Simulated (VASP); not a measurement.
**Os: a series in uniaxial stress along [0001]**

How do stress and energy of Os follow uniaxial stress along [0001]?

Program: VASP 6.6.1. Level of theory: PBEsol; plane waves and PAW (Os), in the first sound run; inputs show where later runs differ. Results are calculated unless marked as measured.

### 1. Set-up

It takes space group P6_3/mmc (No. 194, hexagonal). Conventional cell: a = 2.740 Å, b = 2.740 Å, c = 4.326 Å, α = 90.00°, β = 90.00°, γ = 120.00°. Nearest to Os lie 12 Os at 2.68 to 2.74 Å.

### 2. Relax the crystal, PBEsol

The series starts from the cell that this level prefers, so that zero strain is near zero stress.

This step took 2 runs in a row; the last is shown.

Level: PBEsol; plane waves and PAW (Os).

File INCAR:

```
SYSTEM = Os
PREC = Accurate
ENCUT = 450
EDIFF = 1E-07
NELM = 120
ISMEAR = 1
SIGMA = 0.15
LREAL = .FALSE.
ALGO = Normal
GGA = PS
NBANDS = 14
LASPH = .TRUE.
LORBIT = 11
LWAVE = .FALSE.
LCHARG = .FALSE.
KPAR = 8
IBRION = 2
NSW = 40
ISIF = 3
EDIFFG = -0.005
POTIM = 0.4
```

File POSCAR:

```
Os
1.0
    2.7301635955      0.0000000000      0.0000000000
   -1.3650817978      2.3643910302      0.0000000000
    0.0000000000      0.0000000000      4.3089513134
Os
2
Direct
    0.0000000000      0.0000000000      0.0000000000
    0.3333333333      0.6666666667      0.5000000000
```

File KPOINTS:

```
Automatic mesh
0
Gamma
25 25 14
0 0 0
```

PAW data sets: Os (PBE family, release 64).

Started as:

```sh
$ mpirun -np 8 vasp_std
```

The program printed:

```text
[banner, memory and clock lines left out]
running    8 mpi-ranks, on    1 nodes
[...]
|                                                                             |
|           W    W    AA    RRRRR   N    N  II  N    N   GGGG   !!!           |
|           W    W   A  A   R    R  NN   N  II  NN   N  G    G  !!!           |
|           W    W  A    A  R    R  N N  N  II  N N  N  G       !!!           |
|           W WW W  AAAAAA  RRRRR   N  N N  II  N  N N  G  GGG   !            |
|           WW  WW  A    A  R   R   N   NN  II  N   NN  G    G                |
|           W    W  A    A  R    R  N    N  II  N    N   GGGG   !!!           |
|                                                                             |
|     For optimal performance we recommend to set                             |
|       NCORE = 2 up to number-of-cores-per-socket                            |
|     NCORE specifies how many cores store one orbital (NPAR=cpu/NCORE).      |
|     This setting can greatly improve the performance of VASP for DFT.       |
[...]
|     You enforced a specific xc type in the INCAR file but a different       |
|     [... a line on the potential file left out ...]
|     I HOPE YOU KNOW WHAT YOU ARE DOING!                                     |
|                                                                             |

 LDA part: xc-table for (Slater+PW92), standard interpolation
 POSCAR, INCAR and KPOINTS ok, starting setup
[...]
entering main loop
       N       E                     dE             d eps       ncg     rms          rms(c)
DAV:   1     0.866627993452E+02    0.86663E+02   -0.69183E+03 15552   0.960E+02
DAV:   2    -0.217942927154E+02   -0.10846E+03   -0.96135E+02 14988   0.331E+02
DAV:   3    -0.259963875575E+02   -0.42021E+01   -0.40468E+01 19266   0.554E+01
DAV:   4    -0.260306425131E+02   -0.34255E-01   -0.34192E-01 15736   0.525E+00
[...]
DAV:  12    -0.244837396005E+02    0.61487E-06   -0.11047E-07 14920   0.348E-03    0.103E-03
DAV:  13    -0.244837394794E+02    0.12103E-06   -0.89987E-09  8570   0.865E-04    0.308E-04
DAV:  14    -0.244837394556E+02    0.23852E-07   -0.17406E-09  7880   0.511E-04
   1 F= -.24483739E+02 E0= -.24483135E+02  d E =-.244837E+02
[...]
reached required accuracy - stopping structural energy minimisation
```

Run time: 12 s. Hardware: 8 MPI ranks of Intel Xeon 6975P-C (Granite Rapids), shared host; peak memory 2 GiB.

The logs omit lines about the potential files and the build; timing stands in the text.

OUTCAR, selected parts (step 2):

```text
  Total        0.0047104      0.0047104      0.0076294     -0.0000000     -0.0000000      0.0000000
  in kB        0.2713231      0.2713231      0.4394620     -0.0000000     -0.0000000      0.0000000
  external PRESSURE =       0.3273694 kB  Pullay stress =       0.0000000 kB

 POSITION                                       TOTAL-FORCE (eV/Angst)
 -----------------------------------------------------------------------------------
      0.00000      0.00000      0.00000         0.000000      0.000000      0.000000
     -0.00000      1.57626      2.15448        -0.000000      0.000000      0.000000
 -----------------------------------------------------------------------------------
    total drift:                                0.000000     -0.000000     -0.000000

  FREE ENERGIE OF THE ION-ELECTRON SYSTEM (eV)
  ---------------------------------------------------
  free  energy   TOTEN  =       -24.4837394556 eV

  energy  without entropy=      -24.4819248657  energy(sigma->0) =      -24.48313459

 reached required accuracy - stopping structural energy minimisation

[... 3 further parts left out ...]
[key lines of the parts left out:]
E-fermi :   9.3983
```

Numbers from this step:

| Property | Result |
| --- | --- |
| energy(sigma→0) of the program | -24.4831 eV |
| stress, compression positive | xx, yy, zz 0.03, 0.03, 0.04 GPa |
| volume | 27.815 Å³ |
| ionic steps | 1 |

### 3. Strain across the axis, PBEsol

One member in full: the axis is strained by -0.5 %, and the two directions across it are strained alike until their mean stress is under 0.012 GPa or five steps are spent.

This step took 3 runs, each at a new trial strain with the atoms of the one before; the last is shown.

Level: PBEsol; plane waves and PAW (Os).

INCAR, as its differences from that of step 2:

```diff
@@ -15,7 +15,7 @@
 LCHARG = .FALSE.
-KPAR = 8
-IBRION = 2
-NSW = 40
-ISIF = 3
-EDIFFG = -0.005
-POTIM = 0.4
+KPAR = 2
+IBRION = 1
+NSW = 25
+ISIF = 2
+EDIFFG = -0.004
+POTIM = 0.3
```

File POSCAR:

```
Os
1.0
    2.7336046280      0.0000000000      0.0000000000
   -1.3668023140      2.3673710520      0.0000000000
    0.0000000000      0.0000000000      4.2874065570
Os
2
Direct
    0.0000000000      0.0000000000      0.0000000000
    0.3333333333      0.6666666667      0.5000000000
```

KPOINTS is that of step 2.

Started as:

```sh
$ mpirun -np 2 vasp_std
```

The program printed:

```text
[banner, memory and clock lines left out]
running    2 mpi-ranks, on    1 nodes
[...]
[... a notice as in an earlier step ...]

 LDA part: xc-table for (Slater+PW92), standard interpolation
 POSCAR, INCAR and KPOINTS ok, starting setup
[...]
entering main loop
       N       E                     dE             d eps       ncg     rms          rms(c)
DAV:   1     0.875761547022E+02    0.87576E+02   -0.69222E+03 15480   0.961E+02
DAV:   2    -0.217244653199E+02   -0.10930E+03   -0.96966E+02 15016   0.332E+02
DAV:   3    -0.259884341128E+02   -0.42640E+01   -0.41071E+01 19198   0.559E+01
DAV:   4    -0.260240617812E+02   -0.35628E-01   -0.35571E-01 15846   0.529E+00
[...]
DAV:  12    -0.244820329097E+02    0.66482E-06   -0.11407E-07 14842   0.359E-03    0.100E-03
DAV:  13    -0.244820327938E+02    0.11582E-06   -0.94879E-09  8648   0.888E-04    0.306E-04
DAV:  14    -0.244820327673E+02    0.26502E-07   -0.18182E-09  7982   0.525E-04
   1 F= -.24482033E+02 E0= -.24481413E+02  d E =-.244820E+02
 BRION: g(F)=  0.474E-51 g(S)=  0.000E+00
 reached required accuracy - stopping structural energy minimisation
```

Run time: 30 s. Hardware: 2 MPI ranks; peak memory 0.49 GiB; 58 s of CPU time.

From OUTCAR (step 3):

```text
  Total       -0.0008726     -0.0008726      0.6755651      0.0000000      0.0000000      0.0000000
  in kB       -0.0503898     -0.0503898     39.0104600      0.0000000      0.0000000      0.0000000
  external PRESSURE =      12.9698934 kB  Pullay stress =       0.0000000 kB

 POSITION                                       TOTAL-FORCE (eV/Angst)
 -----------------------------------------------------------------------------------
      0.00000      0.00000      0.00000        -0.000000      0.000000      0.000000
     -0.00000      1.57825      2.14370         0.000000      0.000000      0.000000
 -----------------------------------------------------------------------------------
    total drift:                                0.000000     -0.000000     -0.000000

  FREE ENERGIE OF THE ION-ELECTRON SYSTEM (eV)
  ---------------------------------------------------
  free  energy   TOTEN  =       -24.4820327673 eV

  energy  without entropy=      -24.4801721805  energy(sigma->0) =      -24.48141257

[... 2 parts as in an earlier step ...]

[... 2 further parts left out ...]
[key lines of the parts left out:]
E-fermi :   9.4384
```

Read from the output:

```
energy(sigma→0) of the program : -24.4814 eV
stress, compression positive   : xx, yy, zz -0.01, -0.01, 3.90 GPa
ionic steps                    : 1
```

### 4. The whole series

The other members went through these steps as far as the tables show, with the same cutoff and, step by step, the same mesh; 33 runs are not shown. The session took 0.67 core hours (wall time by ranks) on a shared machine.

| strain along the axis (%) | strain across the axis (%) | stress along the axis, tension positive (GPa) | energy above the unstrained row, extrapolated to no smearing (meV/atom) |
| --- | --- | --- | --- |
| -2.000 | 0.527 | -15.949 | 13.777 |
| -1.500 | 0.388 | -11.859 | 7.727 |
| -1.000 | 0.254 | ? | ? |
| -0.500 | 0.126 | -3.901 | 0.861 |
| 0 | 0.003 | -0.031 | 0.000 |
| 0.500 | -0.115 | 3.745 | 0.804 |
| 1.000 | -0.231 | 7.399 | 3.210 |
| 1.500 | -0.343 | 10.943 | 7.152 |
| 2.000 | -0.451 | 14.387 | 12.577 |

### 5. A fit to the known rows

A least-squares parabola through the 8 rows shown, with e the strain in %: stress = − 0.1887 e² + 7.594 e − 0.02724 (GPa), r.m.s. residual 0.019 GPa.

At e = -1 this predicts -7.810 GPa.

### 6. Checking the prediction

The calculation gives -7.850 GPa, so the prediction is 0.040 GPa too high, more than twice the residual of the fit.

Slopes at zero strain, from cubics through all rows: strain ratio -0.242, stress over strain 764 GPa.

### 7. Results

```yaml
error_of_the_predicted_stress: 0.040 GPa
poisson_ratio: 0.242
young_s_modulus_along_the_axis: 764 GPa
```

In words: As a check, the curvature of the energy gives 765 GPa for the same modulus (energy per volume = E/2 × strain²), 0 % from the slope of the stress. These are static values: temperature and zero-point motion are left out. In a metal the slopes also depend on mesh and smearing, which were held through the series.

[Lines on the potential files, build, host, timing and source positions are cut from VASP's logs without a mark.]

[Logs are printed without paths, hosts, clocks, repeated set-up lines and the standing remarks that a program may print on its own settings, such as how far it seeks lower states.]

[Hosts, paths, dates, database ids (printed as entryN), source tags and the programs' standing remarks are cut or masked in the printed files.]

[In band tables of VASP the shares of atoms and orbitals are scaled to a sum of 1 inside the atoms' spheres.]
